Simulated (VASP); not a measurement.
Here is the system:

```yaml
crystal:
  lattice:
    - [0.00000, 2.45244, 2.45244]
    - [2.45244, 0.00000, 2.45244]
    - [2.45244, 2.45244, 0.00000]
  atoms:
    - { symbol: Y, position: [0.00000, 0.00000, 0.00000] }
    - { symbol: N, position: [0.50000, 0.50000, 0.50000] }
```

Calculation: PBE GGA, VASP's PBE PAW potentials (set 64) (plane waves; VASP 6.6.1). Numerical set-up: 600 eV cut-off, 8×8×8 Γ-centred mesh, Gaussian smearing of 0.050 eV, potentials Y_sv N.

**Question.** Estimate the energy per atom (σ→0), band gap (on the k-mesh) with the smallest direct gap where there is one.

**Answer.** 
```json
{
  "band gap (on the k-mesh)": "0.20 eV",
  "smallest direct gap (on the k-mesh)": "0.60 eV",
  "energy per atom (σ→0)": "-9.114 eV/atom"
}
```

The absolute energy has meaning only against runs of the same code, potentials and settings.

The compound is YN in the rock salt structure. It was relaxed first.
